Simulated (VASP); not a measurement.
Here is the system:

```
Ba3SrO4
1.0
   -0.00053     5.44103     5.43851
    5.44103    -0.00053     5.43851
    2.72025     2.72025     0.00000
Sr O Ba
1 4 3
Cartesian
  0.00000   0.00000   0.00000
  2.72025   2.72025   2.66134
  5.49783   2.66291   5.43851
  2.66291   5.49783   5.43851
  5.44049   5.44049   8.21567
  2.72051  -0.00027   2.71925
 -0.00027   2.72051   2.71925
  2.72025   2.72025   5.43851
```

Level of theory: PBEsol GGA, VASP's PBE PAW potentials (set 64) (plane waves; VASP). Settings: 520 eV cut-off, 4×4×8 Γ-centred mesh, tetrahedra with Blöchl corrections, potentials Sr_sv O Ba_sv.

The cores are frozen, which limits the accuracy of field gradients.

Give the principal components of the electric field gradient (V/Å²) and the asymmetry η at each nucleus.

| atom | Vxx | Vyy | Vzz | η |
|---|---|---|---|---|
| Sr1 | -12.2 | -1.6 | 13.9 | 0.76 |
| O2 | -7.6 | -7.5 | 15.1 | 0.01 |
| O3 | 8.3 | 7.1 | -15.4 | 0.07 |
| O4 | 8.3 | 7.1 | -15.4 | 0.07 |
| O5 | -7.6 | -7.5 | 15.1 | 0.01 |
| Ba6 | -43.9 | -0.3 | 44.2 | 0.98 |
| Ba7 | -43.9 | -0.3 | 44.2 | 0.98 |
| Ba8 | -27.1 | -1.7 | 28.8 | 0.88 |

The structure was generated: Ba3SrO4 was put into an ordered model structure (Cmmm), which need not be its known phase. It was relaxed first.
